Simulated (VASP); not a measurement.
MgSn2N2:

```
CELL_PARAMETERS angstrom
3.31442 -0.03673 -0.01489
-1.68902 2.85248 0.05788
-0.08291 0.32428 18.02882
ATOMIC_POSITIONS crystal
Mg 0.99407 0.96665 0.99752
Mg 0.97406 0.00149 0.49631
Sn 0.72313 0.38076 0.14444
Sn 0.63643 0.30669 0.64065
Sn 0.37564 0.71553 0.34917
Sn 0.32618 0.65617 0.85584
N 0.66843 0.33454 0.43337
N 0.67511 0.35460 0.93150
N 0.39149 0.68078 0.07438
N 0.35097 0.65349 0.57741
```

The cell was built by a generator and needn't be a form met in nature.

```yaml
Program: VASP 6.6.1
Task: relaxation of cell and atoms
Functional: PBE
Potentials_or_basis: VASP PAW PBE potentials, release 64 (Mg, Sn_d, N)
Cutoff: 520 eV
k_mesh: 6 × 6 × 1
Occupations: gaussian, width 0.05 eV
Spin: no spin polarisation
```

At the start: pressure -0.8 GPa; volume 16.93 Å³/atom.

Problem. How do energy, volume and symmetry change on relaxing?

Solution. Over 29 steps the energy falls by 58.1 meV/atom and the volume is 16.57 Å³/atom (-2.1 %); space group P-1 (No. 2, to 0.05 Å).

Step by step:
| step | energy change (eV) | largest force (eV/Å) | pressure (GPa) | volume (Å³) |
| --- | --- | --- | --- | --- |
| 1 | 0.0000 | 1.7463 | -0.77 | 169.27 |
| 2 | -0.4302 | 0.5980 | -0.50 | 167.25 |
| 3 | -0.4525 | 0.5769 | -0.16 | 166.69 |
| 4 | -0.5211 | 0.2997 | 0.23 | 166.02 |
| 5 | -0.5363 | 0.2435 | 0.55 | 165.55 |
| 6 | -0.5528 | 0.2210 | -0.80 | 166.99 |
| 7 | -0.5527 | 0.2209 | -0.55 | 166.98 |
| 8 | -0.5631 | 0.1511 | 0.08 | 166.05 |
| 9 | -0.5634 | 0.1798 | 0.17 | 165.88 |
| 10 | -0.5697 | 0.0918 | 0.07 | 165.80 |
| 11 | -0.5702 | 0.1023 | -0.09 | 165.78 |
| 12 | -0.5702 | 0.1077 | 0.03 | 165.77 |
| 13 | -0.5729 | 0.0879 | 0.00 | 165.84 |
| 14 | -0.5734 | 0.0873 | 0.03 | 165.87 |
| 15 | -0.5733 | 0.1144 | -0.04 | 165.93 |
| 16 | -0.5736 | 0.0869 | -0.10 | 165.90 |
| 17 | -0.5754 | 0.0622 | 0.22 | 165.58 |
| 18 | -0.5756 | 0.0688 | 0.23 | 165.52 |
| 19 | -0.5771 | 0.0664 | -0.08 | 165.92 |
| 20 | -0.5771 | 0.0684 | -0.07 | 165.93 |
| 21 | -0.5782 | 0.0471 | -0.14 | 165.95 |
| 22 | -0.5789 | 0.0731 | -0.13 | 165.99 |
| 23 | -0.5790 | 0.0609 | -0.15 | 165.98 |
| 24 | -0.5795 | 0.0453 | 0.01 | 165.85 |
| 25 | -0.5797 | 0.0508 | 0.04 | 165.80 |
| 26 | -0.5799 | 0.0571 | 0.12 | 165.68 |
| 27 | -0.5803 | 0.0329 | 0.00 | 165.77 |
| 28 | -0.5804 | 0.0311 | -0.13 | 165.83 |
| 29 | -0.5806 | 0.0247 | -0.02 | 165.72 |

Final structure:
```
Mg Sn N
1.0
     3.25598   -0.00128   -0.00282
    -1.62845    2.82065    0.00362
    -0.02085    0.01815   18.04812
Mg Sn N
2 4 4
Direct
  0.01924 0.00786 0.00036
  0.00425 0.00244 0.49973
  0.68939 0.33988 0.14548
  0.67084 0.33203 0.64513
  0.33604 0.67259 0.35444
  0.34988 0.67587 0.85518
  0.66886 0.33807 0.42673
  0.68326 0.34148 0.92753
  0.35551 0.67413 0.07326
  0.33824 0.66633 0.57276
```
